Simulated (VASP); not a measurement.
# MnO2 (Pyrolusite): how cutoff and mesh change the relaxed cell

How far does the relaxed cell of MnO2 (Pyrolusite) depend on cutoff and k mesh? The starting structure is a measured crystal structure from the Crystallography Open Database. The first relaxation on each setting starts from this cell expanded by 3 % in volume.

Calculated with VASP 6.6.1; Kohn-Sham DFT with plane waves and PAW; PBEsol.

**1. Set-up**

Symmetry: P4_2/mnm, No. 136, tetragonal system. The conventional cell has a = 4.398 Å, b = 4.398 Å, c = 2.873 Å, α = 90.00°, β = 90.00°, γ = 90.00°. Nearest to Mn lie 6 O at 1.88 to 1.90 Å. Nearest to O lie 3 Mn at 1.88 to 1.90 Å. Farther neighbours and most contacts between anions are not listed.

As a file:

```xyz
6
Lattice="4.3983 0.0000 0.0000 0.0000 4.3983 0.0000 0.0000 0.0000 2.8730" Properties=species:S:1:pos:R:3 pbc="T T T"
Mn    2.1991    2.1991    1.4365
Mn    0.0000    0.0000    0.0000
O     3.5413    0.8570    1.4365
O     3.0562    3.0562    0.0000
O     0.8570    3.5413    1.4365
O     1.3421    1.3421    0.0000
```

**2. Reference relaxation**

This run starts from the cell of an earlier relaxation, which isn't shown; the restart sets up the plane waves anew.

INCAR reads:

```
SYSTEM = MnO2
PREC = Accurate
ENCUT = 520
EDIFF = 1E-06
NELM = 100
ISMEAR = 0
SIGMA = 0.05
LREAL = .FALSE.
ALGO = Normal
GGA = PS
NBANDS = 34
ISPIN = 2
MAGMOM = 4 -4 0 0 0 0
LASPH = .TRUE.
LMAXMIX = 4
LORBIT = 11
LWAVE = .FALSE.
LCHARG = .FALSE.
KPAR = 8
IBRION = 2
NSW = 50
ISIF = 3
EDIFFG = -0.006
```

POSCAR reads:

```
MnO2
1.0
    4.3756494774      0.0000000000      0.0000000000
    0.0000000000      4.3756494774      0.0000000000
    0.0000000000      0.0000000000      2.8321791155
Mn O
2 4
Direct
    0.5000000000      0.5000000000      0.5000000000
    0.0000000000      0.0000000000      0.0000000000
    0.8033672074      0.1966327926      0.5000000000
    0.6966327926      0.6966327926      0.0000000000
    0.1966327926      0.8033672074      0.5000000000
    0.3033672074      0.3033672074      0.0000000000
```

KPOINTS reads:

```
Automatic mesh
0
Gamma
6 6 10
0 0 0
```

Potentials, in the order of the species: Mn_pv and O (PBE family, release 64).

Launch:

```
$ mpirun -np 8 vasp_std
```

The program printed:

```text
[banner, memory and clock lines left out]
running    8 mpi-ranks, on    1 nodes
 distrk:  each k-point on    1 cores,    8 groups
 distr:  one band on    1 cores,    1 groups

 POSCAR found type information on POSCAR MnO
 POSCAR found :  2 types and       6 ions
|                                                                             |
|           W    W    AA    RRRRR   N    N  II  N    N   GGGG   !!!           |
|           W    W   A  A   R    R  NN   N  II  NN   N  G    G  !!!           |
|           W    W  A    A  R    R  N N  N  II  N N  N  G       !!!           |
|           W WW W  AAAAAA  RRRRR   N  N N  II  N  N N  G  GGG   !            |
|           WW  WW  A    A  R   R   N   NN  II  N   NN  G    G                |
|           W    W  A    A  R    R  N    N  II  N    N   GGGG   !!!           |
|                                                                             |
|     For optimal performance we recommend to set                             |
|       NCORE = 2 up to number-of-cores-per-socket                            |
|     NCORE specifies how many cores store one orbital (NPAR=cpu/NCORE).      |
|     This setting can greatly improve the performance of VASP for DFT.       |
|     The default, NCORE=1 might be grossly inefficient on modern             |
|     multi-core architectures or massively parallel machines. Do your        |
|     Unfortunately you need to use the default for GW and RPA                |
|     calculations (for HF NCORE is supported but not extensively tested      |
|     yet).                                                                   |
|                                                                             |

|                                                                             |
|               ----> ADVICE to this user running VASP <----                  |
|                                                                             |
|     You enforced a specific xc type in the INCAR file but a different       |
|     [... a line on the potential file left out ...]
|     I HOPE YOU KNOW WHAT YOU ARE DOING!                                     |
|                                                                             |

 LDA part: xc-table for (Slater+PW92), standard interpolation
 POSCAR, INCAR and KPOINTS ok, starting setup
 FFT: planning ... GRIDC
 FFT: planning ... GRID_SOFT
 FFT: planning ... GRID
 WAVECAR not read
 entering main loop
       N       E                     dE             d eps       ncg     rms          rms(c)
DAV:   1     0.633044194681E+03    0.63304E+03   -0.27977E+04  8376   0.179E+03
DAV:   2    -0.409966753772E+01   -0.63714E+03   -0.58346E+03  8842   0.517E+02
DAV:   3    -0.644231441101E+02   -0.60323E+02   -0.59054E+02  8544   0.171E+02
DAV:   4    -0.657360061536E+02   -0.13129E+01   -0.13077E+01  8844   0.258E+01
DAV:   5    -0.657517271242E+02   -0.15721E-01   -0.15712E-01  8804   0.303E+00    0.474E+01
DAV:   6    -0.603051608243E+02    0.54466E+01   -0.74479E+01  9384   0.105E+02    0.496E+01
DAV:   7    -0.530335175975E+02    0.72716E+01   -0.64499E+01  8448   0.110E+02    0.214E+01
DAV:   8    -0.512273221981E+02    0.18062E+01   -0.69419E+00  8502   0.242E+01    0.940E+00
DAV:   9    -0.505984881444E+02    0.62883E+00   -0.10597E+00 10366   0.141E+01    0.298E+00
DAV:  10    -0.506159901120E+02   -0.17502E-01   -0.26171E-01  8502   0.359E+00    0.185E+00
DAV:  11    -0.506112384423E+02    0.47517E-02   -0.21839E-02  8562   0.194E+00    0.954E-01
DAV:  12    -0.506087077619E+02    0.25307E-02   -0.79873E-03  9190   0.104E+00    0.388E-01
DAV:  13    -0.506081339363E+02    0.57383E-03   -0.95726E-04  9822   0.470E-01    0.142E-01
DAV:  14    -0.506079926515E+02    0.14128E-03   -0.43759E-04  8578   0.217E-01    0.494E-02
DAV:  15    -0.506079889669E+02    0.36846E-05   -0.89002E-05  8582   0.142E-01    0.359E-02
DAV:  16    -0.506079865670E+02    0.23999E-05   -0.40305E-05  8500   0.776E-02    0.114E-02
DAV:  17    -0.506079866992E+02   -0.13224E-06   -0.86515E-07  5044   0.117E-02
   1 F= -.50607987E+02 E0= -.50607384E+02  d E =-.506080E+02  mag=     0.0000
 curvature:   0.00 expect dE= 0.000E+00 dE for cont linesearch  0.000E+00
 trial: gam= 0.00000 g(F)=  0.268E-05 g(S)=  0.135E-04 ort = 0.000E+00 (trialstep = 0.100E+01)
 search vector abs. value=  0.161E-04
 reached required accuracy - stopping structural energy minimisation
```

The job ended after 23 s (8 MPI ranks of Intel Xeon 6975P-C (Granite Rapids), shared host; peak memory 2.5 GiB; 2.9 min of CPU time).

The logs omit lines about the potential files and the build; timing stands in the text.

From OUTCAR (step 2):

```text
ion  position               nearest neighbor table
   1  0.500  0.500  0.500-   4 1.87   6 1.87   4 1.87   6 1.87   5 1.88   3 1.88
   2  0.000  0.000  0.000-   3 1.87   5 1.87   3 1.87   5 1.87   4 1.88   6 1.88
   3  0.803  0.197  0.500-   2 1.87   2 1.87   1 1.88
   4  0.697  0.697  0.000-   1 1.87   1 1.87   2 1.88
   5  0.197  0.803  0.500-   2 1.87   2 1.87   1 1.88
   6  0.303  0.303  0.000-   1 1.87   1 1.87   2 1.88

  LATTYP: Found a simple tetragonal cell.
 ALAT       =     4.3756494774
 C/A-ratio  =     0.6472591395

 Subroutine GETGRP returns: Found 16 space group operations
 (whereof  8 operations were pure point group operations)

The static configuration has the point symmetry D_2h.
 The point group associated with its full space group is D_4h.

 Found     60 irreducible k-points:

   k-points           NKPTS =     60   k-points in BZ     NKDIM =     60   number of bands    NBANDS=     34

   dimension x,y,z NGX =    36 NGY =   36 NGZ =   24
   dimension x,y,z NGXF=    72 NGYF=   72 NGZF=   48

   ENCUT  =  520.0 eV  38.22 Ry    6.18 a.u.   8.14  8.14  5.27*2*pi/ulx,y,z

   NELECT =      50.0000    total number of electrons

 k-points in reciprocal lattice and weights: Automatic mesh
   0.00000000  0.00000000  0.00000000       0.003
   0.16666667  0.00000000  0.00000000       0.011
   0.33333333  0.00000000  0.00000000       0.011
   0.50000000  0.00000000  0.00000000       0.006
   0.16666667  0.16666667  0.00000000       0.011
   0.33333333  0.16666667  0.00000000       0.022
   0.50000000  0.16666667  0.00000000       0.011
   0.33333333  0.33333333  0.00000000       0.011
   0.50000000  0.33333333  0.00000000       0.011
[...]
0.50000000  0.33333333  0.50000000       0.011
   0.50000000  0.50000000  0.50000000       0.003

 average (electrostatic) potential at core
       1 -70.1289       2 -70.1289       3 -69.8073       4 -69.8073       5 -69.8073
       6 -69.8073

 E-fermi :   5.5860

 spin component 1
 k-point     1 :       0.0000    0.0000    0.0000
  band No.  band energies     occupation
    ...
     22       4.0212      1.00000
     23       4.3571      1.00000
     24       4.4080      1.00000
     25       5.0997      1.00000
     26       5.2512      1.00000
     27       5.8282      0.00000
     28       6.7456      0.00000
     29       7.5263      0.00000
     30       8.8113      0.00000
     31       9.5116      0.00000
    ...

 k-point     2 :       0.1667    0.0000    0.0000
  band No.  band energies     occupation
    ...
     21       3.5844      1.00000
     22       4.0359      1.00000
     23       4.0612      1.00000
     24       4.5271      1.00000
     25       5.0442      1.00000
     26       5.7197      0.00008
     27       6.0397      0.00000
     28       6.9530      0.00000
     29       7.4766      0.00000
     30       8.6919      0.00000
    ...

 k-point     3 :       0.3333    0.0000    0.0000
  band No.  band energies     occupation
    ...
     21       3.5760      1.00000
     22       3.9349      1.00000
     23       4.2873      1.00000
     24       4.3715      1.00000
     25       5.0779      1.00000
     26       6.1405      0.00000
     27       6.4521      0.00000
     28       7.3422      0.00000
     29       7.6009      0.00000
     30       8.4104      0.00000
    ...

 k-point     4 :       0.5000    0.0000    0.0000
  band No.  band energies     occupation
    ...
     21       3.6792      1.00000
     22       4.0192      1.00000
     23       4.0884      1.00000
     24       4.4066      1.00000
     25       5.1388      1.00000
     26       6.2561      0.00000
     27       6.6754      0.00000
     28       7.2937      0.00000
     29       8.0736      0.00000
     30       8.2342      0.00000
    ...

 k-point     5 :       0.1667    0.1667    0.0000
  band No.  band energies     occupation
    ...
     22       3.4903      1.00000
     23       3.8563      1.00000
     24       4.6927      1.00000
     25       5.0479      1.00000
     26       5.4152      1.00000
     27       6.4664      0.00000
     28       7.2088      0.00000
     29       7.4694      0.00000
     30       8.4097      0.00000
     31       9.5051      0.00000
    ...

 k-point     6 :       0.3333    0.1667    0.0000
  band No.  band energies     occupation
    ...
     21       3.2907      1.00000
     22       3.8117      1.00000
     23       3.8517      1.00000
     24       4.2868      1.00000
     25       5.2724      1.00000
     26       5.7377      0.00001
     27       6.6882      0.00000
     28       7.4168      0.00000
     29       7.6543      0.00000
     30       8.2307      0.00000
    ...

  Total       -0.0286706     -0.0286706     -0.0054330      0.0000000      0.0000000      0.0000000
  in kB       -0.8471136     -0.8471136     -0.1605264      0.0000000      0.0000000      0.0000000
  external PRESSURE =      -0.6182512 kB  Pullay stress =       0.0000000 kB

  energy-cutoff  :      520.00
  volume of cell :       54.23
      direct lattice vectors                 reciprocal lattice vectors
     4.375649477  0.000000000  0.000000000     0.228537502  0.000000000  0.000000000
     0.000000000  4.375649477  0.000000000     0.000000000  0.228537502  0.000000000
     0.000000000  0.000000000  2.832179115     0.000000000  0.000000000  0.353085013

 POSITION                                       TOTAL-FORCE (eV/Angst)
 -----------------------------------------------------------------------------------
      2.18782      2.18782      1.41609         0.000000      0.000000      0.000000
      0.00000      0.00000      0.00000         0.000000      0.000000      0.000000
      3.51525      0.86040      1.41609        -0.002635      0.002635      0.000000
      3.04822      3.04822      0.00000         0.002635      0.002635      0.000000
      0.86040      3.51525      1.41609         0.002635     -0.002635      0.000000
      1.32743      1.32743      0.00000        -0.002635     -0.002635      0.000000
 -----------------------------------------------------------------------------------
    total drift:                                0.000000      0.000000      0.000000

  FREE ENERGIE OF THE ION-ELECTRON SYSTEM (eV)
  ---------------------------------------------------
  free  energy   TOTEN  =       -50.6079866992 eV

  energy  without entropy=      -50.6067812856  energy(sigma->0) =      -50.60738399

 reached required accuracy - stopping structural energy minimisation

 total charge
# of ion       s       p       d       tot
------------------------------------------
    1        0.369   6.498   4.963  11.829
    2        0.369   6.498   4.963  11.829
    3        1.565   3.450   0.000   5.014
    4        1.565   3.450   0.000   5.014
    5        1.565   3.450   0.000   5.014
    6        1.565   3.450   0.000   5.014
--------------------------------------------------
tot          6.996  26.794   9.925  43.715

 magnetization (x)
# of ion       s       p       d       tot
------------------------------------------
    1        0.012   0.020   2.394   2.426
    2       -0.012  -0.020  -2.394  -2.426
    3       -0.001  -0.046   0.000  -0.047
    4        0.001   0.046   0.000   0.047
    5       -0.001  -0.046   0.000  -0.047
    6        0.001   0.046   0.000   0.047
--------------------------------------------------
tot          0.000   0.000   0.000   0.000

[... 3 further parts left out ...]
```

CONTCAR:

```
MnO2
   1.00000000000000
     4.3756494773999997    0.0000000000000000    0.0000000000000000
     0.0000000000000000    4.3756494773999997    0.0000000000000000
     0.0000000000000000    0.0000000000000000    2.8321791154999998
  Mn              O
     2     4
Direct
     0.5000000000000000    0.5000000000000000    0.5000000000000000
     0.0000000000000000    0.0000000000000000    0.0000000000000000
     0.8033672074000009    0.1966327925999991    0.5000000000000000
     0.6966327925999991    0.6966327925999991    0.0000000000000000
     0.1966327925999991    0.8033672074000009    0.5000000000000000
     0.3033672074000009    0.3033672074000009    0.0000000000000000
```

The PAW data sets were made with PBE, which is usual practice but a small mismatch for other functionals. Oxides and halides of Mn are often magnetic insulators, and a metal at this level, without U or exact exchange, may be an artefact. The run keeps the 16 symmetry operations of its start, so it cannot find a distortion of lower symmetry.

The reference relaxation ends at 9.038 Å³ an atom.

**3. Relaxation with a cutoff of 400 eV**

Against step 2 the input has ENCUT = 400. This run starts from the cell of an earlier relaxation, which isn't shown; the restart sets up the plane waves anew.

INCAR, as its differences from that of step 2:

```diff
@@ -2,3 +2,3 @@
 PREC = Accurate
-ENCUT = 520
+ENCUT = 400
 EDIFF = 1E-06
```

POSCAR reads:

```
MnO2
1.0
    4.3428254826      0.0000000000      0.0000000000
    0.0000000000      4.3428254826      0.0000000000
    0.0000000000      0.0000000000      2.8204962707
Mn O
2 4
Direct
    0.5000000000      0.5000000000      0.5000000000
    0.0000000000      0.0000000000      0.0000000000
    0.8029948051      0.1970051949      0.5000000000
    0.6970051949      0.6970051949      0.0000000000
    0.1970051949      0.8029948051      0.5000000000
    0.3029948051      0.3029948051      0.0000000000
```

KPOINTS is that of step 2.

Launch:

```
$ mpirun -np 8 vasp_std
```

The program printed:

```text
[banner, memory and clock lines left out]
running    8 mpi-ranks, on    1 nodes
[...]
[... a notice as in an earlier step ...]

 [... a notice as in an earlier step ...]

 LDA part: xc-table for (Slater+PW92), standard interpolation
 POSCAR, INCAR and KPOINTS ok, starting setup
[...]
entering main loop
       N       E                     dE             d eps       ncg     rms          rms(c)
DAV:   1     0.558434708081E+03    0.55843E+03   -0.24163E+04  8506   0.151E+03
DAV:   2    -0.130282117996E+02   -0.57146E+03   -0.52500E+03  8798   0.465E+02
DAV:   3    -0.644712599521E+02   -0.51443E+02   -0.50474E+02  8556   0.153E+02
DAV:   4    -0.654865537260E+02   -0.10153E+01   -0.10117E+01  8944   0.221E+01
[...]
DAV:  15    -0.506576445357E+02    0.15098E-04   -0.11553E-04  8572   0.177E-01    0.345E-02
DAV:  16    -0.506576407430E+02    0.37927E-05   -0.19153E-05  8492   0.635E-02    0.113E-02
DAV:  17    -0.506576408292E+02   -0.86194E-07   -0.21306E-06  6304   0.188E-02
   1 F= -.50657641E+02 E0= -.50657084E+02  d E =-.506576E+02  mag=    -0.0000
[... from here on, the cycles between the ionic steps are left out ...]
   2 F= -.50647481E+02 E0= -.50646813E+02  d E =0.101602E-01  mag=    -0.0000
   3 F= -.50662727E+02 E0= -.50662161E+02  d E =-.508610E-02  mag=    -0.0000
   4 F= -.50662726E+02 E0= -.50662160E+02  d E =-.508545E-02  mag=    -0.0000
   5 F= -.50662832E+02 E0= -.50662264E+02  d E =-.105652E-03  mag=     0.0000
   6 F= -.50662864E+02 E0= -.50662297E+02  d E =-.137920E-03  mag=    -0.0000
[...]
reached required accuracy - stopping structural energy minimisation
```

The job ended after 36 s (8 MPI ranks; peak memory 1.9 GiB).

From OUTCAR (step 3):

```text
  Total        0.0057350      0.0057350     -0.0204020      0.0000000      0.0000000      0.0000000
  in kB        0.1744679      0.1744679     -0.6206582      0.0000000      0.0000000      0.0000000
  external PRESSURE =      -0.0905742 kB  Pullay stress =       0.0000000 kB

 POSITION                                       TOTAL-FORCE (eV/Angst)
 -----------------------------------------------------------------------------------
      2.16384      2.16384      1.40601        -0.000000      0.000000     -0.000000
      4.32769      0.00000      0.00000        -0.000000      0.000000     -0.000000
      3.47431      0.85338      1.40601        -0.001568      0.001568      0.000000
      3.01723      3.01723      0.00000         0.001568      0.001568      0.000000
      0.85338      3.47431      1.40601         0.001568     -0.001568     -0.000000
      1.31046      1.31046      0.00000        -0.001568     -0.001568     -0.000000
 -----------------------------------------------------------------------------------
    total drift:                                0.000000     -0.000000     -0.000000

  FREE ENERGIE OF THE ION-ELECTRON SYSTEM (eV)
  ---------------------------------------------------
  free  energy   TOTEN  =       -50.6628641961 eV

  energy  without entropy=      -50.6617297863  energy(sigma->0) =      -50.66229699

 magnetization (x)
# of ion       s       p       d       tot
------------------------------------------
    1        0.011   0.019   2.350   2.381
    2       -0.011  -0.019  -2.350  -2.381
    3       -0.001  -0.044   0.000  -0.045
    4        0.001   0.044   0.000   0.045
    5       -0.001  -0.044   0.000  -0.045
    6        0.001   0.044   0.000   0.045
--------------------------------------------------
tot          0.000   0.000   0.000   0.000

[... 2 parts as in an earlier step ...]

[... 2 further parts left out ...]
[key lines of the parts left out:]
E-fermi :   5.9976
```

With a cutoff of 400 eV the cell ends at 8.778 Å³ an atom, -2.88 % from the reference.

[end of part 1 of 2]

[Lines on the potential files, build, host, timing and source positions are cut from VASP's logs without a mark.]

[Logs are printed without paths, hosts, clocks, repeated set-up lines and the standing remarks that a program may print on its own settings, such as how far it seeks lower states.]

[Hosts, paths, dates, database ids (printed as entryN), source tags and the programs' standing remarks are cut or masked in the printed files.]
